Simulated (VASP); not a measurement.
# Ca2Ru2O7: structure and properties in VASP, part 2 of 2

Aim: relax Ca2Ru2O7, then compute properties on the relaxed cell. Left out of this account: 1 further run (relaxation: a spoilt try). The start is a computed cell from the Materials Project.

VASP 6.6.1; r2SCAN, no spin polarisation; plane waves and PAW (Ca_sv, Ru_pv, O).

Still holding for the runs below: This run has no spin polarisation, although Ru can carry a moment.

So far. Step 5 (Bands along the symmetry lines (r2SCAN)): There is no gap at this level. Step 6 (Density of states (r2SCAN)): The finer mesh and the other smearing move the Fermi level by -0.01 eV from the 4×4×4 run, a small shift, which tests the Fermi level alone. Of the states within 0.3 eV of the Fermi level, the largest shares in the PAW spheres are Ru d 54 % and O p 31 %. The rest lies in smaller channels or between the spheres.

### 7. Independent-particle dielectric function (r2SCAN)

LOPTICS sums transitions from filled to empty bands. NBANDS is raised for it.

The input, INCAR:

```
SYSTEM = Ca2Ru2O7
PREC = Accurate
ENCUT = 520
EDIFF = 1E-06
NELM = 100
ISMEAR = 0
SIGMA = 0.05
LREAL = Auto
ALGO = Normal
METAGGA = R2SCAN
LASPH = .TRUE.
NBANDS = 266
LORBIT = 11
LWAVE = .FALSE.
LCHARG = .FALSE.
KPAR = 8
LOPTICS = .TRUE.
NEDOS = 1500
CSHIFT = 0.1
```

The input, POSCAR:

```
Ca2Ru2O7
1.0
    0.0000000000      5.0898448751      5.0898448751
    5.0898448751      0.0000000000      5.0898448751
    5.0898448751      5.0898448751      0.0000000000
Ca Ru O
4 4 14
Direct
    0.1250000000      0.6250000000      0.1250000000
    0.1250000000      0.1250000000      0.6250000000
    0.6250000000      0.1250000000      0.1250000000
    0.1250000000      0.1250000000      0.1250000000
    0.1250000000      0.6250000000      0.6250000000
    0.6250000000      0.1250000000      0.6250000000
    0.6250000000      0.6250000000      0.1250000000
    0.6250000000      0.6250000000      0.6250000000
    0.6926245269      0.6926245269      0.3073754731
    0.6926245269      0.3073754731      0.6926245269
    0.9426245269      0.5573754731      0.5573754731
    0.6926245269      0.3073754731      0.3073754731
    0.5573754731      0.9426245269      0.9426245269
    0.3073754731      0.3073754731      0.6926245269
    0.9426245269      0.9426245269      0.5573754731
    0.0000000000      0.0000000000      0.0000000000
    0.5573754731      0.5573754731      0.9426245269
    0.9426245269      0.5573754731      0.9426245269
    0.5573754731      0.9426245269      0.5573754731
    0.2500000000      0.2500000000      0.2500000000
    0.3073754731      0.6926245269      0.3073754731
    0.3073754731      0.6926245269      0.6926245269
```

The input, KPOINTS:

```
Automatic mesh
0
Gamma
6 6 6
0 0 0
```

The projector-augmented-wave data sets are Ca_sv, Ru_pv and O (PBE family, release 64).

Command:

```sh
$ mpirun -np 8 vasp_std
```

Run time: 10 min. Hardware: 8 MPI ranks of Intel Xeon 6975P-C (Granite Rapids), shared host; peak memory 12 GiB.

These are independent-particle spectra without excitons or local fields, and fine structure depends on the mesh and on CSHIFT. The intraband (Drude) part is not in this spectrum.

This step gave:

| Quantity | Value |
| --- | --- |
| SCF cycles | 17 |
| bands | 266 |
| free energy (TOTEN) | -255.7652 eV |
| energy at zero smearing | -255.7551 eV |
| pressure | 0.02139 GPa |

The imaginary dielectric function, xx has structure finer than the step of the table below, so its rows give means over 0.5 eV, whole bins alone (the curve runs from 0 to 25.0 eV). Peaks (eV: height): 0.14: 111.

Imaginary dielectric function, xx against photon energy; means over each step:

```csv
photon energy (eV),"imaginary dielectric function, xx"
0.5,62.1
1.0,21.2
1.5,5.27
2.0,3.02
2.5,3.64
3.0,2.22
3.5,3.31
4.0,3.80
4.5,4.07
5.0,3.08
5.5,3.13
6.0,3.24
6.5,3.01
7.0,4.29
7.5,4.71
8.0,3.31
8.5,2.74
9.0,2.73
9.5,2.48
10.0,2.85
10.5,3.43
11.0,2.28
11.5,1.33
12.0,1.03
12.5,1.13
13.0,1.09
13.5,1.01
14.0,1.19
14.5,1.36
15.0,1.15
15.5,1.10
16.0,1.24
16.5,1.23
17.0,1.18
17.5,1.12
18.0,1.11
18.5,1.28
19.0,1.55
19.5,1.75
20.0,1.34
20.5,1.26
21.0,1.33
21.5,1.35
22.0,1.33
22.5,1.20
23.0,1.17
23.5,1.12
24.0,1.09
24.5,1.01
```

Table of real dielectric function, xx by photon energy:

```csv
photon energy (eV),"real dielectric function, xx"
0.0,228
0.5,-7.61
1.0,-12.6
1.5,-5.58
2.0,1.32
2.5,1.30
3.0,2.45
3.5,4.41
4.0,2.91
4.5,2.46
5.0,2.56
5.5,2.88
6.0,2.52
6.5,2.85
7.0,3.36
7.5,1.26
8.0,0.0679
8.5,1.46
9.0,0.785
9.5,1.14
10.0,1.51
10.5,0.459
11.0,-0.623
11.5,-0.177
12.0,0.485
12.5,0.725
13.0,0.902
13.5,1.02
14.0,1.18
14.5,1.05
15.0,1.01
15.5,1.24
16.0,1.21
16.5,1.09
17.0,1.08
17.5,1.20
18.0,1.31
18.5,1.45
19.0,1.46
19.5,0.986
20.0,0.769
20.5,1.04
21.0,0.884
21.5,1.03
22.0,0.771
22.5,0.812
23.0,0.861
23.5,0.820
24.0,0.818
24.5,0.892
```

### 8. Volume scan with r2SCAN

An equation of state needs energies on both sides of the minimum, all on one mesh and cutoff.

INCAR: that of step 7 with these lines changed.

```diff
@@ -11,3 +11,3 @@
 LASPH = .TRUE.
-NBANDS = 266
+NBANDS = 112
 LORBIT = 11
@@ -16,4 +16,2 @@
 KPAR = 8
-LOPTICS = .TRUE.
-NEDOS = 1500
-CSHIFT = 0.1
+ISIF = 2
```

POSCAR: that of step 7 with these lines changed.

```diff
@@ -2,5 +2,5 @@
 1.0
-    0.0000000000      5.0898448751      5.0898448751
-    5.0898448751      0.0000000000      5.0898448751
-    5.0898448751      5.0898448751      0.0000000000
+    0.0000000000      4.9859413352      4.9859413352
+    4.9859413352      0.0000000000      4.9859413352
+    4.9859413352      4.9859413352      0.0000000000
 Ca Ru O
```

The input, KPOINTS:

```
Automatic mesh
0
Gamma
4 4 4
0 0 0
```

Command:

```sh
$ mpirun -np 8 vasp_std
```

Run time: 2.8 min. Hardware: 8 MPI ranks; peak memory 4 GiB; 19 min of CPU time.

The scan keeps the cell's shape and the fractional positions fixed.

This step gave:

* bands: 112
* irreducible k-points: 8
* free energy (TOTEN): -255.0726 eV
* energy at zero smearing: -255.0647 eV
* Fermi energy: 4.856 eV
* pressure: 13.88 GPa

Force by atom:

```csv
atom,x (eV/Å),y (eV/Å),z (eV/Å),size
Ca1,0.000,0.000,0.000,0.000
Ca2,0.000,0.000,0.000,0.000
Ca3,0.000,0.000,0.000,0.000
Ca4,0.000,0.000,0.000,0.000
Ru5,0.000,0.000,0.000,0.000
Ru6,0.000,0.000,0.000,0.000
Ru7,0.000,0.000,0.000,0.000
Ru8,0.000,0.000,0.000,0.000
O9,0.000,0.000,0.440,0.440
O10,0.000,0.440,0.000,0.440
O11,-0.440,0.000,0.000,0.440
O12,-0.440,0.000,0.000,0.440
O13,0.440,0.000,0.000,0.440
O14,0.000,0.000,-0.440,0.440
O15,0.000,0.000,0.440,0.440
O16,0.000,0.000,0.000,0.000
O17,0.000,0.000,-0.440,0.440
O18,0.000,0.440,0.000,0.440
O19,0.000,-0.440,0.000,0.440
O20,0.000,0.000,0.000,0.000
O21,0.000,-0.440,0.000,0.440
O22,0.440,0.000,0.000,0.440
```

The pressure here is 13.88 GPa.

### 9. Volume scan with r2SCAN (run 2)

INCAR is that of step 8.

POSCAR: that of step 8 with these lines changed.

```diff
@@ -2,5 +2,5 @@
 1.0
-    0.0000000000      4.9859413352      4.9859413352
-    4.9859413352      0.0000000000      4.9859413352
-    4.9859413352      4.9859413352      0.0000000000
+    0.0000000000      5.0210547550      5.0210547550
+    5.0210547550      0.0000000000      5.0210547550
+    5.0210547550      5.0210547550      0.0000000000
 Ca Ru O
```

KPOINTS is that of step 8.

Command:

```sh
$ mpirun -np 8 vasp_std
```

Wall time 2.7 min (8 MPI ranks); peak memory 4.2 GiB.

Numbers from this step:

```yaml
free_energy_toten: -255.4513 eV
energy_at_zero_smearing: -255.4428 eV
fermi_energy: 4.599 eV
pressure: 8.722 GPa
```

Force by atom:

```csv
atom,x (eV/Å),y (eV/Å),z (eV/Å),size
Ca1,0.000,0.000,0.000,0.000
Ca2,0.000,0.000,0.000,0.000
Ca3,0.000,0.000,0.000,0.000
Ca4,0.000,0.000,0.000,0.000
Ru5,0.000,0.000,0.000,0.000
Ru6,0.000,0.000,0.000,0.000
Ru7,0.000,0.000,0.000,0.000
Ru8,0.000,0.000,0.000,0.000
O9,0.000,0.000,0.276,0.276
O10,0.000,0.276,0.000,0.276
O11,-0.276,0.000,0.000,0.276
O12,-0.276,0.000,0.000,0.276
O13,0.276,0.000,0.000,0.276
O14,0.000,0.000,-0.276,0.276
O15,0.000,0.000,0.276,0.276
O16,0.000,0.000,0.000,0.000
O17,0.000,0.000,-0.276,0.276
O18,0.000,0.276,0.000,0.276
O19,0.000,-0.276,0.000,0.276
O20,0.000,0.000,0.000,0.000
O21,0.000,-0.276,0.000,0.276
O22,0.276,0.000,0.000,0.276
```

The pressure falls from 13.88 to 8.72 GPa.

The run ends at a pressure of 8.72 GPa, with forces up to 0.28 eV/Å.

### 10. Volume scan with r2SCAN (run 3)

INCAR is that of step 9.

POSCAR: that of step 9 with these lines changed.

```diff
@@ -2,5 +2,5 @@
 1.0
-    0.0000000000      5.0210547550      5.0210547550
-    5.0210547550      0.0000000000      5.0210547550
-    5.0210547550      5.0210547550      0.0000000000
+    0.0000000000      5.0556838131      5.0556838131
+    5.0556838131      0.0000000000      5.0556838131
+    5.0556838131      5.0556838131      0.0000000000
 Ca Ru O
```

KPOINTS is that of step 9.

Command:

```sh
$ mpirun -np 8 vasp_std
```

Run time: 2.5 min. Hardware: 8 MPI ranks; peak memory 4.1 GiB; 17 min of CPU time.

The pressure falls from 8.72 to 4.12 GPa.

The run ends at a pressure of 4.12 GPa, with forces up to 0.13 eV/Å.

### 11. Volume scan with r2SCAN (run 4)

INCAR is that of step 10.

POSCAR: that of step 10 with these lines changed.

```diff
@@ -2,5 +2,5 @@
 1.0
-    0.0000000000      5.0556838131      5.0556838131
-    5.0556838131      0.0000000000      5.0556838131
-    5.0556838131      5.0556838131      0.0000000000
+    0.0000000000      5.0898448751      5.0898448751
+    5.0898448751      0.0000000000      5.0898448751
+    5.0898448751      5.0898448751      0.0000000000
 Ca Ru O
```

KPOINTS is that of step 10.

Command:

```sh
$ mpirun -np 8 vasp_std
```

Run time: 2.4 min. Hardware: 8 MPI ranks; peak memory 4 GiB; 16 min of CPU time.

The pressure falls from 4.12 to -0.01 GPa.

The run ends at a pressure of -0.01 GPa, with forces up to 0.0062 eV/Å.

### 12. Volume scan with r2SCAN (run 5)

INCAR is that of step 11.

POSCAR: that of step 11 with these lines changed.

```diff
@@ -2,5 +2,5 @@
 1.0
-    0.0000000000      5.0898448751      5.0898448751
-    5.0898448751      0.0000000000      5.0898448751
-    5.0898448751      5.0898448751      0.0000000000
+    0.0000000000      5.1235534394      5.1235534394
+    5.1235534394      0.0000000000      5.1235534394
+    5.1235534394      5.1235534394      0.0000000000
 Ca Ru O
```

KPOINTS is that of step 11.

Command:

```sh
$ mpirun -np 8 vasp_std
```

Elapsed: 2.5 min, on 8 MPI ranks; peak memory 4.1 GiB.

The pressure falls from -0.01 to -3.72 GPa.

The run ends at a pressure of -3.72 GPa, with forces up to 0.13 eV/Å.

### 13. Volume scan with r2SCAN (run 6)

INCAR is that of step 12.

POSCAR: that of step 12 with these lines changed.

```diff
@@ -2,5 +2,5 @@
 1.0
-    0.0000000000      5.1235534394      5.1235534394
-    5.1235534394      0.0000000000      5.1235534394
-    5.1235534394      5.1235534394      0.0000000000
+    0.0000000000      5.1568241992      5.1568241992
+    5.1568241992      0.0000000000      5.1568241992
+    5.1568241992      5.1568241992      0.0000000000
 Ca Ru O
```

KPOINTS is that of step 12.

Command:

```sh
$ mpirun -np 8 vasp_std
```

Run time: 2.7 min. Hardware: 8 MPI ranks; peak memory 4.1 GiB; 18 min of CPU time.

The pressure falls from -3.72 to -7.02 GPa.

The run ends at a pressure of -7.02 GPa, with forces up to 0.24 eV/Å.

### 14. Volume scan with r2SCAN (run 7)

A prediction first. A parabola through the 6 pressures of evenly scaled cells so far, P = -0.03 -196.1 t +460 t² GPa with t = ln(V/V₁) and V₁ the volume at scale 1, gives -9.89 GPa at t = +0.0583.

INCAR is that of step 13.

POSCAR: that of step 13 with these lines changed.

```diff
@@ -2,5 +2,5 @@
 1.0
-    0.0000000000      5.1568241992      5.1568241992
-    5.1568241992      0.0000000000      5.1568241992
-    5.1568241992      5.1568241992      0.0000000000
+    0.0000000000      5.1896710988      5.1896710988
+    5.1896710988      0.0000000000      5.1896710988
+    5.1896710988      5.1896710988      0.0000000000
 Ca Ru O
```

KPOINTS is that of step 13.

Command:

```sh
$ mpirun -np 8 vasp_std
```

Wall time 2.8 min (8 MPI ranks); peak memory 4.4 GiB.

The pressure falls from -7.02 to -9.97 GPa. The parabola predicted -9.89 GPa, +0.08 GPa off.

### 15. Comparing the runs

Times are for 8 MPI ranks of Intel Xeon 6975P-C (Granite Rapids), shared host. The series side by side:

```csv
no.,volume scale,energy above the lowest point (meV/atom),pressure (GPa),time,memory (GiB)
1,0.94,30.45,13.88,2.8 min,4.0
2,0.96,13.27,8.722,2.7 min,4.2
3,0.98,3.38,4.118,2.5 min,4.1
4,1,0,-0.009217,2.4 min,4
5,1.02,2.51,-3.717,2.5 min,4.1
6,1.04,10.26,-7.017,2.7 min,4.1
7,1.06,22.77,-9.968,2.8 min,4.4
```

### 16. Fit for r2SCAN

This step: Birch-Murnaghan fit, r2SCAN; plane waves and PAW (VASP 6.6.1).

No new run; the numbers come from the runs before.

This step gave:

| Item | Value |
| --- | --- |
| pressure derivative of the bulk modulus | 4.389 |
| r.m.s. error of the fit | 4.86e-6 eV/atom |
| minimum inside the sampled range | yes |
| bulk modulus | 194.8 GPa |
| equilibrium volume of the fit | 12.00 Å³/atom |

The energy above the fitted minimum by volume:

```csv
volume (Å³/atom),energy above the fitted minimum (eV/atom)
11.268,0.0305
11.508,0.0133
11.748,0.00338
11.987,2.5e-6
12.227,0.00252
12.467,0.0103
12.707,0.0228
```

The fitted volume lies +0.11 % from the relaxed one. At a finite cutoff and mesh the minimum of the energy and the zero of the stress don't quite coincide, and the relaxation stops at a threshold. The atoms bear forces along the scan, since they were held; freeing them would lower the modulus.

### 17. Summary of results

| Property | Result |
| --- | --- |
| relaxed volume | 11.99 Å³/atom |
| relaxed conventional cell a, b, c | 10.180, 10.180, 10.180 Å |
| space group after relaxing, within 0.02 Å | Fd-3m (No. 227) |
| band gap | none, a metal |
| DOS at the Fermi level | 17.6 states/eV/cell |
| bulk modulus from the fit | 195 GPa |
| volume from the fit | 12.0 Å³/atom |

With r2SCAN, Ca2Ru2O7 relaxes to 11.99 Å³/atom in space group Fd-3m (held by the symmetry of the run), comes out as a metal and has a bulk modulus of 195 GPa at fixed shape and positions, an upper bound. Bands along the symmetry lines (r2SCAN): Of the bands kept, 4 cross the Fermi level on this path. Spin-orbit coupling is left out; it would split some degenerate bands. The k-sampling is coarse for a metal, so the Fermi level, pressures and the shape of the cell carry errors. Magnetism was not tested. No search among competing phases was made, and a listed structure need not be the one stable at ambient conditions. All values are for a static lattice at zero temperature.

[Lines on the potential files, build, host, timing and source positions are cut from VASP's logs without a mark.]

[Logs are printed without paths, hosts, clocks, repeated set-up lines and the standing remarks that a program may print on its own settings, such as how far it seeks lower states.]

[Hosts, paths, dates, database ids (printed as entryN), source tags and the programs' standing remarks are cut or masked in the printed files.]

[A measured line is paired with the nearest computed mode of its activity, which favours agreement.]
